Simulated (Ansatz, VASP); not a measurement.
# Cross-check of WSe2 between VASP and Ansatz

Aim: how closely do two programs agree when they are given the same cell, functional and k mesh? The cell is taken from a series of runs on this material, whose earlier steps may have relaxed, scaled, displaced or heated it; both programs get it as it stands.

Program: Ansatz 0.2.0. Level of theory: plane waves, with VASP 6.6.1 beside it; G0W0 gap at PBE, DFT+U. Results are calculated unless marked as measured.

## (1) The structure

The structure is hexagonal, space group P6_3/mmc (No. 194). The conventional cell has a = 3.290 Å, b = 3.290 Å, c = 12.970 Å, α = 90.00°, β = 90.00°, γ = 120.00°. Nearest to W lie 6 Se at 2.53 Å. Nearest to Se lie 3 W at 2.53 Å. Farther neighbours and most contacts between anions are not listed.

## (2) Ansatz: G0W0 gap, PBE, DFT+U

Ansatz runs on its PAW soft_1 files.

Quasiparticle shifts depend on high empty states and on the cores, so they are the hardest test of two PAW sets.

The input, input.yaml:

```yaml
crystal:
  lattice:
    - [3.29, 0.0, 0.0]
    - [-1.645, 2.8492235785, 0.0]
    - [0.0, 0.0, 12.97]
  atoms:
    - { symbol: W, position: [0.3333333333, 0.6666666667, 0.25] }
    - { symbol: W, position: [0.6666666667, 0.3333333333, 0.75] }
    - { symbol: Se, position: [0.3333333333, 0.6666666667, 0.621] }
    - { symbol: Se, position: [0.6666666667, 0.3333333333, 0.121] }
    - { symbol: Se, position: [0.3333333333, 0.6666666667, 0.879] }
    - { symbol: Se, position: [0.6666666667, 0.3333333333, 0.379] }
kpoints:
  mp_grid: { grid: [6, 6, 2] }
hamiltonian:
  xc: pbe
  hubbard:
    projectors: ortho-atomic
    sites: [{ species: W, l: d, u_eff: 2.0 }]
  pseudopotentials: { kind: paw, azcp: { folder: soft_1 } }
scf:
  occupations: { method: fixed }
gw:
  n_empty_bands: 507
  ecut_chi: 150.0
  qp_bands: [v2, c2]
  qp_kpoints: band_edges
  screening: { model: contour_deformation }
```

The run is started by

```
ansatz run input.yaml --threads 3 --pin off --max-ram 92160MiB --backend cuda --events-out ev --progress --plain --runs-dir out --devices 1 --max-vram 13GiB
```

Numbers of over 12 decimals in the logs are rounded to 6 here.

What it wrote:

```text
GPUs: using 1 of 1 available (devices: 1).
Engine: ansatz 0.2.0, x86_64-unknown-linux-gnu
Pseudopotentials: kind: paw
Pseudopotential: W, paw, valence charge 14, recommended cutoff 420 eV (normal), soft_1/W.paw.azcp
Pseudopotential: Se, paw, valence charge 16, recommended cutoff 420 eV (normal), soft_1/Se.paw.azcp
Functional definition: PBE
  parameter kappa = 0.804
  parameter beta = 0.066725
  exchange = pbe_x(kappa = kappa, mu = beta*pi^2/3)
  correlation = pbe_c(beta = beta)
device memory: the entry about to start is reckoned to put 2.5 GiB on a device that reports 44.3 GiB free (of which the cap on the GPU budget leaves the run 13.0 GiB)
GPU FFT provider: cuFFT
GPU libraries: cuBLAS 13.8.2, cuFFT 12.4.0, cuSOLVER 12.3.4
Crystal: 6 atoms, lattice volume = 121.580 Å³
Basis set: ecut = 420 eV, 2419 PW (Γ)
Bands: 56, of which v1, the nominal top of the filled ones, is band 46 counted from 1 (45 counted from 0)
Symmetry: 24 space group operations
Space group: P63/mmc (ITA 194), of the structure as read, at distance tolerance 5.0e-5 Å
k-points: 14 of 72
Non-local potential: W, projectors of the file, l = 0: 3, l = 1: 2, l = 2: 2, l = 3: 1
Non-local potential: Se, projectors of the file, l = 0: 2, l = 1: 2, l = 2: 3, l = 3: 1
PAW form: soft (Blöchl's): semilocal exchange-correlation on the pseudo side does not see the compensation charge
PAW one-centre angular grid: W, 590 points (default); XC on 64 Gauss nodes
PAW one-centre angular grid: Se, 590 points (default); XC on 64 Gauss nodes
Initial density: superposition of atomic densities (chi_scale 0.1, normalization cell, long waves of neutral atoms under a Hubbard term (reshape's long-wave potential 0.04 eV rms, cloud 2.82 Å wide))
Initial wavefunctions: pseudopotential atomic-orbital guess
GPU buffer pool allocated for 51840 grid points (all kernels)
GPU transforms: local potential and band sums: pruned to the plane-wave sphere, on 24×24×90
Functional: x = pbe(κ = 0.804, μ = 0.219515), c = pbe(β = 0.066725)
SCF iter   1: F=—  HF=-42647.037591 eV  |F-HF|=—  |Δ(HF+E_count)|=         —  Δρ=3.43e-2  dr2=4.03e0  ethr=3.10e-3  ⟨swp⟩=4.9  Hψ=2422  notcnv=0  defer=80
preconditioner: auto → Resta (q_TF=auto, 2.604 Å⁻¹)  ε∞=6.0  [insulator: Δε(μ)=0.934 eV  Ē_g=9.011 eV  n_scr=40 (ndim 8)  ℏωp=20.2 eV  f_vac=0.022  ε∞_Penn≈6.0]
SCF iter   2: F=—  HF=-42646.628253 eV  |F-HF|=—  |Δ(HF+E_count)|=   4.09e-1  Δρ=2.09e-2  dr2=8.42e-1  ethr=3.10e-3  ⟨swp⟩=2.0  Hψ=990  notcnv=0  defer=78
SCF iter   3: F=—  HF=-42646.485152 eV  |F-HF|=—  |Δ(HF+E_count)|=   1.43e-1  Δρ=6.52e-3  dr2=1.74e-1  ethr=9.16e-4  ⟨swp⟩=2.1  Hψ=1002  notcnv=0  defer=87
SCF iter   4: F=—  HF=-42646.462409 eV  |F-HF|=—  |Δ(HF+E_count)|=   2.27e-2  Δρ=2.31e-3  dr2=9.21e-3  ethr=1.90e-4  ⟨swp⟩=2.0  Hψ=971  notcnv=0  defer=104
SCF iter   5: F=—  HF=-42646.464300 eV  |F-HF|=—  |Δ(HF+E_count)|=   1.89e-3  Δρ=7.61e-4  dr2=1.17e-3  ethr=1.00e-5  ⟨swp⟩=2.0  Hψ=1435  notcnv=0  defer=110
SCF iter   6: F=—  HF=-42646.464525 eV  |F-HF|=—  |Δ(HF+E_count)|=   2.25e-4  Δρ=3.72e-4  dr2=2.37e-4  ethr=1.27e-6  ⟨swp⟩=2.0  Hψ=1383  notcnv=0  defer=110
SCF iter   7: F=—  HF=-42646.464786 eV  |F-HF|=—  |Δ(HF+E_count)|=   2.61e-4  Δρ=1.01e-4  dr2=2.30e-5  ethr=2.57e-7  ⟨swp⟩=2.0  Hψ=1007  notcnv=0  defer=70
SCF iter   8: F=—  HF=-42646.464796 eV  |F-HF|=—  |Δ(HF+E_count)|=   9.25e-6  Δρ=3.24e-5  dr2=1.52e-6  ethr=2.50e-8  ⟨swp⟩=2.0  Hψ=1350  notcnv=0  defer=38
SCF iter   9: F=-42646.464799 eV  HF=-42646.464799 eV  |F-HF|=1.25e-7  |Δ(HF+E_count)|=   3.29e-6  Δρ=8.79e-6  dr2=7.52e-8  ethr=1.09e-10  ⟨swp⟩=9.4  Hψ=2981  notcnv=0
SCF 1 converged in 9 iterations: F = -42646.464799 eV  dr2 = 7.52e-8
  greatest PAW one-centre occupation: 1.000 electrons in one spin orbital (limit 2), on the Se atom at site 5 (counted from 0), in its partial waves of l = 2
device memory: the entry about to start is reckoned to put 3.2 GiB (of the 3.2 GiB reckoned in all, the device holds 0.1 GiB already) on a device that reports 41.8 GiB free (of which the cap on the GPU budget leaves the run 13.0 GiB)
NSCF: frozen V_eff on 14 k-points
the band table was solved once the SCF had ended and its energy, with any forces and stress, was formed, with the checks that follow a solve (2103 applications of the Hamiltonian). They found nothing against the state; the energy, forces and stress were not computed again (output.eigenvalues in the input reference)
device memory: the entry about to start is reckoned to put 5.2 GiB on a device that reports 38.7 GiB free (of which the cap on the GPU budget leaves the run 13.0 GiB)
NSCF: frozen V_eff on 14 k-points
G₀W₀ screening: q 1/14
[... further progress lines ...]
SCF converged after 9 iterations
Free energy (F): -42646.464799 eV
Harris-Foulkes:  -42646.464799 eV  (|F-HF|=1.25e-7)
Internal energy: -42646.464799 eV  (E = F + TS)
E sigma→0 (E₀):  -42646.464799 eV
Fermi energy:    12.496540 eV
--- Per-component energies (eV) ---
  E_band       = -1718.676853
  E_kinetic    = 1290.246080
  E_local      = -12213.898172  (includes V_loc(G=0)·N_el)
  E_nonlocal   = -1467.645002
  E_hartree    = 6287.734324
  E_xc         = -878.035920
  E_vxc        = -827.431239  (∫ρ·V_xc dr)
  E_hubbard    = 4.971512  (on-site DFT+U / exact-exchange correction)
  E_vhub       = -0.137089  (the Hubbard potential's part of the band-sum identity)
  E_paw        = -25674.990962  (= ΣΔE_a)
  E_vpaw       = -1075.282692  (= ΣTr[D̂ρ^β])
  E_aug_tail   = -0.001203  (compensation charges beyond the density's cutoff)
  E_ewald      = -9994.845457
  E_smearing   = -0.000000  (= −TS)
  E_closure    = 0.000000  (closes the sum)
  Σ components = -42646.464799   (vs F -42646.464799, Δ=0.00e0)
--- Band table (eV; the first three rows and the last of 14) ---
  k-point 0: bands = [... 42 lower, 11.1198, 11.3830, 11.5101, 12.4965, 15.2451, 15.2451, 15.2943, 15.2943, ... 6 higher]
  k-point 1: bands = [... 42 lower, 11.0915, 11.0915, 12.2901, 12.2901, 15.2458, 15.2458, 15.2458, 15.2458, ... 6 higher]
  k-point 2: bands = [... 42 lower, 10.7434, 11.4022, 11.5248, 11.8384, 14.2106, 14.8038, 14.8212, 14.8759, ... 6 higher]
  k-point 13: bands = [... 42 lower, 9.8618, 9.8618, 12.2083, 12.2083, 13.8020, 13.8020, 15.0430, 15.0430, ... 6 higher]
Occupation matrices written to <dir>
--- G₀W₀: contour deformation, 7 samples at zero and on the imaginary axis and 1 off it, 72 q-points, 507 empty bands' worth ---
  eigenvalues of the whole cell's RPA ε∞ on this k-mesh (on a slab, of 1 + 4πα/V) = 7.1491, 15.5074, 15.5074; static W/v taken at q = 0 is 0.067809
  bands read: the sum over 553 bands ends inside a degenerate multiplet in 7 slots, whose members it reads at an even weight; the widest, k=1: bands 553 to 554 (counted from 1) at 1/2 each
  gw.qp_kpoints: band_edges: 10 of 14 stored k-points solved, in 1 pass; an edge of the gap read off the rows below is read off those points alone
    valence top: of the k-points left out ik 7 came nearest to being solved in a further pass, in band 45 (counted from 1, as in the quasiparticle table): it holds the edge there only if its correction is more favourable than any solved in that band by at least 1.213 eV; those differ by 0.339 eV
    conduction bottom: of the k-points left out ik 4 came nearest to being solved in a further pass, in band 47 (counted from 1, as in the quasiparticle table): it holds the edge there only if its correction is more favourable than any solved in that band by at least 0.550 eV; those differ by 0.160 eV
    ik  band        ε_KS         Σx   Σc(E_QP)       V_xc       Z   E_QP_lin       E_QP  E_QP is
     0    45     11.5101   -18.1677     1.6303   -15.9519  0.7676    10.9183    10.9246  root
     0    46     12.4965   -19.4639     0.4220   -18.8506  0.7519    12.3049    12.3053  root
     0    47     15.2451   -13.8763    -4.2101   -18.2096  0.7548    15.3686    15.3683  root
     0    48     15.2451   -13.8763    -4.2101   -18.2096  0.7548    15.3686    15.3683  root
     1    45     12.2901   -19.1562     0.6613   -18.2396  0.7540    12.0340    12.0349  root
     1    46     12.2901   -19.1562     0.6613   -18.2396  0.7540    12.0340    12.0349  root
     1    47     15.2458   -13.8433    -4.1908   -18.1487  0.7532    15.3607    15.3604  root
     1    48     15.2458   -13.8433    -4.1908   -18.1487  0.7532    15.3607    15.3604  root
     2    45     11.5248   -18.2423     1.6133   -16.0614  0.7672    10.9514    10.9572  root
     2    46     11.8384   -19.1667     0.7838   -18.1570  0.7484    11.6118    11.6125  root
     2    47     14.2106   -13.3690    -3.9534   -17.4057  0.7583    14.2940    14.2939  root
     2    48     14.8038   -14.0152    -4.3050   -18.4738  0.7615    14.9577    14.9573  root
     3    45     11.7978   -19.1002     0.9010   -17.9363  0.7501    11.5338    11.5349  root
     3    46     11.7978   -19.1002     0.9010   -17.9363  0.7501    11.5338    11.5349  root
     3    47     14.5038   -13.7566    -4.0566   -17.9113  0.7545    14.6020    14.6018  root
     3    48     14.5038   -13.7566    -4.0566   -17.9113  0.7545    14.6020    14.6018  root
     8    45     11.3737   -19.3924     1.1047   -18.0412  0.7405    11.1260    11.1272  root
     8    46     11.4300   -19.4702     1.0935   -18.1017  0.7436    11.1535    11.1550  root
     8    47     13.5219   -13.0716    -3.6714   -16.8121  0.7637    13.5910    13.5910  root
     8    48     14.4155   -14.1499    -4.1474   -18.4289  0.7479    14.5475    14.5471  root
     9    45     11.4099   -19.4464     1.0963   -18.0861  0.7423    11.1445    11.1459  root
     9    46     11.4099   -19.4464     1.0963   -18.0861  0.7423    11.1445    11.1459  root
     9    47     13.9296   -13.6409    -3.8625   -17.5990  0.7593    14.0253    14.0252  root
     9    48     13.9296   -13.6409    -3.8625   -17.5990  0.7593    14.0253    14.0252  root
[...]
12    45     12.1017   -18.1363     0.4186   -17.4501  0.7514    11.8330    11.8339  root
    12    46     12.3483   -18.7630     0.2845   -18.2350  0.7514    12.1042    12.1048  root
    12    47     13.8019   -15.6575    -3.9146   -19.8007  0.7452    14.0314    14.0306  root
    12    48     13.8019   -15.6575    -3.9146   -19.8007  0.7452    14.0314    14.0306  root
    13    45     12.2083   -18.3594     0.3484   -17.7540  0.7517    11.9504    11.9512  root
    13    46     12.2083   -18.3594     0.3484   -17.7540  0.7517    11.9504    11.9512  root
    13    47     13.8020   -15.6538    -3.9145   -19.7969  0.7452    14.0314    14.0306  root
    13    48     13.8020   -15.6538    -3.9145   -19.7969  0.7452    14.0314    14.0306  root
```

The column dr2 measures how far the density is from self-consistency, as an energy; F and HF (Harris–Foulkes) agree once it is small.

(Continued in part 2 of 2.)

[Lines on the potential files, build, host, timing and source positions are cut from VASP's logs without a mark.]

[Logs are printed without paths, hosts, clocks, repeated set-up lines and the standing remarks that a program may print on its own settings, such as how far it seeks lower states.]

[Hosts, paths, dates, database ids (printed as entryN), source tags and the programs' standing remarks are cut or masked in the printed files.]
